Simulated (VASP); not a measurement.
Data:

```
CELL_PARAMETERS angstrom
      0.00000     1.99123     1.99123
      1.99123     0.00000     1.99123
      1.99123     1.99123     0.00000
ATOMIC_POSITIONS crystal
  Li 0.00000 0.00000 0.00000
  H  0.50000 0.50000 0.50000
```

The numbers are results of r2SCAN meta-GGA, VASP's PBE PAW potentials (set 64) (plane waves; VASP 6.6.1), not measurements. Settings: 520 eV cut-off, 10×10×10 Γ-centred mesh, Gaussian smearing of 0.050 eV, potentials Li_sv H.

Problem. What does the run give for the energy per atom (σ→0), band gap (on the k-mesh) with the smallest direct gap where there is one?

Solution. 
```json
{
  "band gap (on the k-mesh)": "3.57 eV",
  "smallest direct gap (on the k-mesh)": "3.57 eV",
  "energy per atom (σ→0)": "-328.9 kJ/mol of atoms"
}
```

The structure was generated: LiH was put into the rock salt type (Fm-3m), which need not be its known phase. It was relaxed first, which changed the volume by +56 %. The start is the result of an earlier pass.
